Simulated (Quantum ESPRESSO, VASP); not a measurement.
Input for VASP

File KPOINTS:
```
Automatic mesh
0
Gamma
10 10 10
0 0 0
```

**POSCAR**
```
LuAu2
4.4487050
 -0.4096630368   0.4096630368   1.0000000000
  0.4096630368  -0.4096630368   1.0000000000
  0.4096630368   0.4096630368  -1.0000000000
Lu Au
1 2
Direct
 -0.0086210000  -0.0070590000  -0.0074740000
  0.6879730000   0.6604640000   0.0196270000
  0.3206470000   0.3465950000  -0.0121530000
```

### INCAR
```
ALGO = Normal
EDIFF = 1E-6
ENCUT = 300
GGA = PS
ISIF = 2
ISMEAR = 0
LASPH = .True.
LCHARG = .False.
LMAXMIX = 6
LREAL = .False.
LWAVE = .False.
NELM = 100
PREC = Accurate
SIGMA = 0.2
SYSTEM = LuAu2
```

POTCAR, in this order: Lu_3 Au (PBE.64 set). Program: vasp_std.

### Question
Translate it to Quantum ESPRESSO.

### Answer
One input that does it (PBEsol, PSlibrary PAW (PBE) pseudopotentials):
```
&control
   calculation = 'scf',
   outdir = './tmp/',
   pseudo_dir = './',
   tprnfor = .true.,
   tstress = .true.,
/
&system
   ibrav = 0,
   nat = 3,
   ntyp = 2,
   ecutwfc = 50,
   ecutrho = 450,
   occupations = 'smearing',
   smearing = 'gauss',
   degauss = 0.0147,
   input_dft = 'pbesol',
/
&electrons
   conv_thr = 1.0e-11,
   mixing_beta = 0.7,
/
ATOMIC_SPECIES
Lu   174.9668  Lu.pbe-spdn-kjpaw_psl.1.0.0.UPF
Au   196.9666  Au.pbe-n-kjpaw_psl.1.0.0.UPF
ATOMIC_POSITIONS crystal
Lu   -0.0086210000   -0.0070590000   -0.0074740000
Au    0.6879730000    0.6604640000    0.0196270000
Au    0.3206470000    0.3465950000   -0.0121530000
K_POINTS automatic
10 10 10  0 0 0
CELL_PARAMETERS angstrom
  -1.8224700000     1.8224700000     4.4487050000
   1.8224700000    -1.8224700000     4.4487050000
   1.8224700000     1.8224700000    -4.4487050000
```
Both inputs were run and reached self-consistency, which says nothing on mesh or cut-off. Potentials, basis and cut-offs are each code's own, so they don't translate, and total energies aren't comparable.

The structure comes from a computed database's LuAu2 entry (I4/mmm); how it stands against other phases isn't given here. The cell was not relaxed at this level, atoms are displaced from their ideal sites, and it may have been scaled.
